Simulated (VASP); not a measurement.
Output of a VASP run:

OSZICAR:
```
       N       E                     dE             d eps       ncg     rms          rms(c)
DAV:   1     0.100834496748E+03    0.10083E+03   -0.98443E+03  6704   0.212E+03
DAV:   2    -0.343234227376E+01   -0.10427E+03   -0.10151E+03  6508   0.304E+02
DAV:   3    -0.605389221257E+01   -0.26215E+01   -0.26156E+01  8063   0.659E+01
DAV:   4    -0.607076971409E+01   -0.16878E-01   -0.16875E-01  7677   0.468E+00
DAV:   5    -0.607099970449E+01   -0.22999E-03   -0.22999E-03  8647   0.578E-01    0.956E+00
DAV:   6    -0.590598173957E+01    0.16502E+00   -0.17052E+01  6955   0.108E+02    0.598E+00
DAV:   7    -0.499373732508E+01    0.91224E+00   -0.38501E+00  6709   0.104E+02    0.229E+00
DAV:   8    -0.499693328706E+01   -0.31960E-02   -0.19105E-01  8788   0.613E+00    0.129E+00
DAV:   9    -0.498728185273E+01    0.96514E-02   -0.20477E-02  7984   0.370E+00    0.572E-02
DAV:  10    -0.498729003529E+01   -0.81826E-05   -0.50366E-04  7425   0.269E-01    0.284E-02
DAV:  11    -0.498729262873E+01   -0.25934E-05   -0.90521E-06  8542   0.350E-02    0.112E-02
DAV:  12    -0.498729178396E+01    0.84477E-06   -0.51132E-07  4913   0.173E-02
   1 F= -.49872918E+01 E0= -.49872233E+01  d E =-.205509E-03
```

### OUTCAR
```
------------------------ aborting loop because EDIFF is reached ----------------------------------------
  FORCE on cell =-STRESS in cart. coord.  units (eV):
  Direction    XX          YY          ZZ          XY          YZ          ZX
  --------------------------------------------------------------------------------------
  Total        0.4655710      0.5116700      0.3975974      0.0000000      0.0000000      0.0000000
  in kB       29.3002829     32.2014850     25.0224271      0.0000000      0.0000000      0.0000000
  external PRESSURE =      28.8413983 kB  Pullay stress =       0.0000000 kB
  volume of cell :       25.46
      direct lattice vectors                 reciprocal lattice vectors
     2.942645000  0.000000000  0.000000000     0.339830323  0.000000000  0.000000000
     0.000000000  3.021700000  0.000000000     0.000000000  0.330939537  0.000000000
     0.000000000  0.000000000  2.863093000     0.000000000  0.000000000  0.349272622
 POSITION                                       TOTAL-FORCE (eV/Angst)
 -----------------------------------------------------------------------------------
      1.47132      1.51085      1.43155         0.404658      0.000000      0.000000
      0.08301      0.00000      0.00000        -0.404658      0.000000      0.000000
 -----------------------------------------------------------------------------------
    total drift:                                0.001003      0.000000      0.000022
  FREE ENERGIE OF THE ION-ELECTRON SYSTEM (eV)
  ---------------------------------------------------
  free  energy   TOTEN  =        -4.9872917840 eV

  energy  without entropy=       -4.9870862747  energy(sigma->0) =       -4.98722328
```
(Selected blocks of OUTCAR.)

### POSCAR
```
CuZn
1
    2.9426450000     0.0000000000     0.0000000000
    0.0000000000     3.0217000000     0.0000000000
    0.0000000000     0.0000000000     2.8630930000
Zn Cu
1 1
Direct
  0.5000000000   0.5000000000   0.5000000000
  0.0282090000   0.0000000000   0.0000000000
```

**Question.** Write an INCAR and KPOINTS that could have produced this output.

**Answer.** This is not unique; one that fits is the input of the run itself, PBE GGA, plane waves, VASP's PBE PAW potentials (set 64).

KPOINTS:
```
Automatic mesh
0
G
  10 10 10
```

INCAR:
```
SYSTEM = CuZn
PREC = Accurate
ENCUT = 400
EDIFF = 1E-6
NELM = 100
ALGO = Normal
LREAL = .FALSE.
LASPH = .TRUE.
ISMEAR = 1
SIGMA = 0.1
GGA = PE
LMAXMIX = 4
LWAVE = .FALSE.
LCHARG = .FALSE.
ISIF = 2
```

POTCAR, in this order: Zn Cu (PBE.64 set). Program: vasp_std.

The compound is CuZn in the CsCl type structure. The cell was not relaxed at this level, atoms are displaced from their ideal sites. The run is one of a series of settings (KPOINTS 10×10×10 Γ-centred mesh against the base run), some of them coarse on purpose. The electron count is odd and the run is not spin-polarised, which forces a metal.
